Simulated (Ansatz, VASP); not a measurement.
# Cross-check of VSi2N4 (VSi2N4 monolayer) between VASP and Ansatz, part 2 of 2

One calculation is typed for both programs; each brings its own data sets. How far apart do they land? The structure shown is the end of the Ansatz relaxation below.

VASP 6.6.1 and Ansatz 0.2.0.

So far: Starting point; Ansatz: relaxation, r2SCAN with D4.

## Step 3: VASP: single point, r2SCAN with D4

Level of this step: r2SCAN with D4, spin-polarised from a ferromagnetic start; plane waves and PAW (N, Si, V_sv) (VASP).

The same cell, functional, mesh and smearing now go to VASP, with its own data sets.

Lines of VASP's logs that name or quote its potential files are left out, and so is its time.

INCAR reads:

```
SYSTEM = VSi2N4
PREC = Accurate
ENCUT = 580
EDIFF = 1E-06
NELM = 200
ISMEAR = -1
SIGMA = 0.05
LREAL = .FALSE.
ALGO = Normal
METAGGA = R2SCAN
IVDW = 13
VDW_S6 = 1
VDW_S8 = 0.6018749
VDW_A1 = 0.51559235
VDW_A2 = 5.77342911
LASPH = .TRUE.
NBANDS = 32
ISPIN = 2
MAGMOM = 0 -0.06 -0.06 0 0 0 0.81
LMAXMIX = 4
LORBIT = 11
LWAVE = .FALSE.
LCHARG = .FALSE.
ISIF = 2
LDIPOL = .TRUE.
IDIPOL = 3
DIPOL = 0.5 0.5 0.5
LVHAR = .TRUE.
GGA_COMPAT = .FALSE.
NELMDL = -8
LMIXTAU = .TRUE.
KPAR = 2
```

POSCAR reads:

```
VSi2N4
1.0
    2.8619603636      0.0000000000      0.0000000000
   -1.4309801818      2.4785303795      0.0000000000
    0.0000000000      0.0000000000     44.6308141166
N Si V
4 2 1
Direct
    0.0000000000      0.0000000000      0.4233375509
    0.3333333333      0.6666666667      0.4740029771
    0.3333333333      0.6666666667      0.5259970229
    0.0000000000      0.0000000000      0.5766624491
    0.3333333333      0.6666666667      0.4349387634
    0.3333333333      0.6666666667      0.5650612366
    0.0000000000      0.0000000000      0.5000000000
```

KPOINTS reads:

```
Automatic mesh
0
Gamma
12 12 1
0 0 0
```

The projector-augmented-wave data sets are N, Si and V_sv (PBE family, release 64).

Command:

```sh
> mpirun -np 2 vasp_std
```

Numbers of over 12 decimals in the logs are rounded to 6 here.

The log of the run:

```text
[banner, memory and clock lines left out]
running    2 mpi-ranks, on    1 nodes
 distrk:  each k-point on    1 cores,    2 groups
 distr:  one band on    1 cores,    1 groups

 POSCAR found type information on POSCAR N SiV
 POSCAR found :  3 types and       7 ions
|                                                                             |
|               ----> ADVICE to this user running VASP <----                  |
|                                                                             |
|     You enforced a specific xc type in the INCAR file but a different       |
|     [... a line on the potential file left out ...]
|     I HOPE YOU KNOW WHAT YOU ARE DOING!                                     |
|                                                                             |

 LDA part: xc-table for (None), standard interpolation
 POSCAR, INCAR and KPOINTS ok, starting setup
 FFT: planning ... GRIDC
 FFT: planning ... GRID_SOFT
 FFT: planning ... GRID
 WAVECAR not read
 entering main loop
       N       E                     dE             d eps       ncg     rms          rms(c)
DAV:   1     0.344309711854E+03    0.34431E+03   -0.20311E+04  2968   0.108E+03
DAV:   2    -0.518599951858E+02   -0.39617E+03   -0.38124E+03  3288   0.286E+02
DAV:   3    -0.992139373882E+02   -0.47354E+02   -0.46846E+02  3048   0.980E+01
DAV:   4    -0.100620856559E+03   -0.14069E+01   -0.14030E+01  3224   0.210E+01
DAV:   5    -0.100647730159E+03   -0.26874E-01   -0.26865E-01  3224   0.254E+00
DAV:   6    -0.100648338354E+03   -0.60820E-03   -0.60815E-03  3224   0.416E-01
DAV:   7    -0.100648359843E+03   -0.21489E-04   -0.21489E-04  3256   0.667E-02
DAV:   8    -0.100648360589E+03   -0.74551E-06   -0.74519E-06  3128   0.127E-02    0.387E+01
DAV:   9    -0.862116113681E+02    0.14437E+02   -0.73441E+01  2912   0.595E+01    0.233E+01
DAV:  10    -0.867634854389E+02   -0.55187E+00   -0.11439E+02  3192   0.790E+01    0.199E+01
DAV:  11    -0.823584975893E+02    0.44050E+01   -0.63407E+00  3072   0.198E+01    0.770E+00
DAV:  12    -0.823048109210E+02    0.53687E-01   -0.30823E+00  3000   0.118E+01    0.238E+00
DAV:  13    -0.817911894740E+02    0.51362E+00   -0.18521E-01  2976   0.288E+00    0.188E+00
DAV:  14    -0.815168433852E+02    0.27435E+00   -0.54273E-02  2848   0.142E+00    0.142E+00
[...]
DAV:  66    -0.763046033985E+02   -0.86804E-04   -0.87403E-06  2688   0.260E-02    0.378E-04
DAV:  67    -0.763046131439E+02   -0.97455E-05   -0.88919E-07  2352   0.830E-03    0.308E-04
DAV:  68    -0.763046261855E+02   -0.13042E-04   -0.90765E-07  2112   0.878E-03    0.163E-04
DAV:  69    -0.763046426416E+02   -0.16456E-04   -0.34173E-06  2240   0.158E-02    0.222E-04
DAV:  70    -0.763046465924E+02   -0.39508E-05   -0.17690E-06  2096   0.117E-02    0.704E-05
DAV:  71    -0.763046421172E+02    0.44752E-05   -0.43040E-07  1824   0.630E-03    0.761E-05
DAV:  72    -0.763046399812E+02    0.21360E-05   -0.11645E-07  1768   0.331E-03    0.990E-05
DAV:  73    -0.763046395121E+02    0.46908E-06   -0.11161E-08  1952   0.104E-03
   1 F= -.76996468E+02 E0= -.76996439E+02  d E =-.582491E-04  mag=     0.9999
```

OUTCAR, selected parts (step 3):

```text
ion  position               nearest neighbor table
   1  0.000  0.000  0.423-   5 1.73   5 1.73   5 1.73
   2  0.333  0.667  0.474-   5 1.74   7 2.02   7 2.02   7 2.02
   3  0.333  0.667  0.526-   6 1.74   7 2.02   7 2.02   7 2.02
   4  0.000  0.000  0.577-   6 1.73   6 1.73   6 1.73
   5  0.333  0.667  0.435-   1 1.73   1 1.73   1 1.73   2 1.74
   6  0.333  0.667  0.565-   4 1.73   4 1.73   4 1.73   3 1.74
   7  0.000  0.000  0.500-   2 2.02   3 2.02   2 2.02   3 2.02   2 2.02   3 2.02

  LATTYP: Found a hexagonal cell.
 ALAT       =     2.8619603636
 C/A-ratio  =    15.5944906450

 Subroutine GETGRP returns: Found 12 space group operations
 (whereof 12 operations were pure point group operations)

The static configuration has the point symmetry D_3h.

 Found     19 irreducible k-points:

   k-points           NKPTS =     19   k-points in BZ     NKDIM =     19   number of bands    NBANDS=     32

   dimension x,y,z NGX =    24 NGY =   24 NGZ =  360
   dimension x,y,z NGXF=    48 NGYF=   48 NGZF=  720

   ENCUT  =  580.0 eV  42.63 Ry    6.53 a.u.   5.62  5.62 87.64*2*pi/ulx,y,z

   NELECT =      41.0000    total number of electrons

 k-points in reciprocal lattice and weights: Automatic mesh
   0.00000000  0.00000000  0.00000000       0.007
   0.08333333  0.00000000  0.00000000       0.042
   0.16666667  0.00000000  0.00000000       0.042
   0.25000000  0.00000000  0.00000000       0.042
   0.33333333  0.00000000  0.00000000       0.042
   0.41666667  0.00000000  0.00000000       0.042
   0.50000000  0.00000000  0.00000000       0.021
   0.08333333  0.08333333  0.00000000       0.042
   0.16666667  0.08333333  0.00000000       0.083
[...]
0.33333333  0.25000000  0.00000000       0.083
   0.33333333  0.33333333  0.00000000       0.014

 dipolmoment           0.000000      0.000000      0.000000 electrons x Angstroem

 average (electrostatic) potential at core
       1 -74.0943       2 -73.6631       3 -73.6631       4 -74.0943       5 -95.4657
       6 -95.4657       7 -88.5030

 E-fermi :  -2.4830

 spin component 1
 k-point     1 :       0.0000    0.0000    0.0000
  band No.  band energies     occupation
    ...
     17      -6.1465      1.00000
     18      -4.6334      1.00000
     19      -4.6031      1.00000
     20      -4.6031      1.00000
     21      -2.7547      0.99565
     22       0.1250      0.00000
     23       0.1250      0.00000
     24       0.1258      0.00000
     25       0.1258      0.00000
     26       2.3011      0.00000
    ...

 k-point     2 :       0.0833    0.0000    0.0000
  band No.  band energies     occupation
    ...
     17      -6.0552      1.00000
     18      -4.8908      1.00000
     19      -4.7366      1.00000
     20      -4.4307      1.00000
     21      -2.8357      0.99914
     22      -0.0353      0.00000
     23       0.0439      0.00000
     24       0.0454      0.00000
     25       0.2678      0.00000
     26       2.6360      0.00000
    ...

 k-point     3 :       0.1667    0.0000    0.0000
  band No.  band energies     occupation
    ...
     17      -5.7915      1.00000
     18      -5.2426      1.00000
     19      -5.0660      1.00000
     20      -4.4996      1.00000
     21      -3.1378      1.00000
     22      -0.2829      0.00000
     23      -0.1787      0.00000
     24       0.0510      0.00000
     25       0.6096      0.00000
     26       3.1861      0.00000
    ...

 k-point     4 :       0.2500    0.0000    0.0000
  band No.  band energies     occupation
    ...
     17      -5.6731      1.00000
     18      -5.4564      1.00000
     19      -5.4080      1.00000
     20      -4.7332      1.00000
     21      -3.5212      1.00000
     22      -0.5112      0.00000
     23      -0.4763      0.00000
     24       0.2876      0.00000
     25       0.9901      0.00000
     26       2.8416      0.00000
    ...

 k-point     5 :       0.3333    0.0000    0.0000
  band No.  band energies     occupation
    ...
     17      -5.7995      1.00000
     18      -5.7421      1.00000
     19      -4.9969      1.00000
     20      -4.9455      1.00000
     21      -3.7079      1.00000
     22      -0.7653      0.00000
     23      -0.7644      0.00000
     24       0.5887      0.00000
     25       1.2964      0.00000
     26       1.9118      0.00000
    ...

 k-point     6 :       0.4167    0.0000    0.0000
  band No.  band energies     occupation
    ...
     17      -6.0285      1.00000
     18      -5.4772      1.00000
     19      -5.0924      1.00000
     20      -4.6748      1.00000
     21      -3.6812      1.00000
     22      -1.0050      0.00000
     23      -0.9727      0.00000
     24       0.7296      0.00000
     25       1.1604      0.00000
     26       1.4835      0.00000
    ...

  DFT-D4 for vdW energy calculation

  Edisp (eV):   -0.69183

  Total       0.10484     0.10484     0.15388     0.00000    -0.00000    -0.00000
  in kB       0.53058     0.53058     0.77877     0.00000    -0.00000    -0.00000
  external pressure =        0.61 kB  Pullay stress =        0.00 kB

  energy-cutoff  :      580.00
  volume of cell :      316.59
      direct lattice vectors                 reciprocal lattice vectors
     2.861960364  0.000000000  0.000000000     0.349410849  0.201732448  0.000000000
    -1.430980182  2.478530379  0.000000000     0.000000000  0.403464895  0.000000000
     0.000000000  0.000000000 44.630814117     0.000000000  0.000000000  0.022406044

 POSITION                                       TOTAL-FORCE (eV/Angst)
 -----------------------------------------------------------------------------------
      0.00000      0.00000     18.89390        -0.000000      0.000000      0.010793
     -0.00000      1.65235     21.15514        -0.000000      0.000000     -0.057738
     -0.00000      1.65235     23.47568         0.000000      0.000000      0.057738
      0.00000      0.00000     25.73691        -0.000000      0.000000     -0.010793
     -0.00000      1.65235     19.41167        -0.000000      0.000000     -0.021711
     -0.00000      1.65235     25.21914        -0.000000      0.000000      0.021711
      0.00000      0.00000     22.31541        -0.000000     -0.000000      0.000000
 -----------------------------------------------------------------------------------
    total drift:                               -0.000001      0.000000     -0.000000

  FREE ENERGIE OF THE ION-ELECTRON SYSTEM (eV)
  ---------------------------------------------------
  free  energy   TOTEN  =       -76.9964682129 eV

  energy  without entropy=      -76.9964099638  energy(sigma->0) =      -76.99643909

 vacuum level on the upper side and lower side of the slab         2.986         2.986

 total charge
# of ion       s       p       d       tot
------------------------------------------
    1        1.238   2.735   0.000   3.973
    2        1.260   2.585   0.000   3.845
    3        1.260   2.585   0.000   3.845
    4        1.238   2.735   0.000   3.973
    5        0.676   1.001   0.000   1.677
    6        0.676   1.001   0.000   1.677
    7        2.275   6.323   3.019  11.617
--------------------------------------------------
tot          8.623  18.964   3.019  30.606

 magnetization (x)
# of ion       s       p       d       tot
------------------------------------------
    1        0.000   0.001   0.000   0.001
    2       -0.005  -0.060   0.000  -0.064
    3       -0.005  -0.060   0.000  -0.064
    4        0.000   0.001   0.000   0.001
    5        0.003   0.004   0.000   0.007
    6        0.003   0.004   0.000   0.007
    7        0.011   0.019   0.986   1.017
--------------------------------------------------
tot          0.008  -0.090   0.986   0.904

[... 6 further parts left out ...]
```

The cell holds one magnetic atom, so no antiferromagnetic order fits into it.

## Step 4: Comparison

Known differences besides the potentials themselves: VASP starts from the moments at which Ansatz ended; VASP keeps PBE cores, Ansatz makes them for the functional; Ansatz cuts the interaction across the vacuum, VASP repeats the sheet with a dipole correction; the cutoff is 500 eV in Ansatz and 580 eV in VASP; site moments are counted in spheres of each program's own size. Total energies have different zeros and are not compared.

Compared:

```tsv
quantity	Ansatz	VASP	difference
total moment (μB)	1.00	1.00	0.00
moment on V7 (μB)	0.81	1.02	-0.21
moment on N2 (μB)	-0.06	-0.06	+0.01
moment on N3 (μB)	-0.06	-0.06	+0.01
```

At this near-relaxed geometry the largest component of a force difference is 58 meV/Å. With vacuum in the cell, a pressure given here is an average over mostly empty space and none of the material.

## Step 5: Outcome

| Quantity | Value |
| --- | --- |
| r.m.s. force difference (single point, r2SCAN with D4) | 19 meV/Å |

The r.m.s. force difference is 19 meV/Å (single point, r2SCAN with D4), beyond the 12 meV/Å picked in this series as the mark of a large difference. What causes the difference of the single point, r2SCAN with D4 pair stays open here. How closely two codes agree says nothing of how well the functional describes the real material.

[Lines on the potential files, build, host, timing and source positions are cut from VASP's logs without a mark.]

[Logs are printed without paths, hosts, clocks, repeated set-up lines and the standing remarks that a program may print on its own settings, such as how far it seeks lower states.]

[Hosts, paths, dates, database ids (printed as entryN), source tags and the programs' standing remarks are cut or masked in the printed files.]
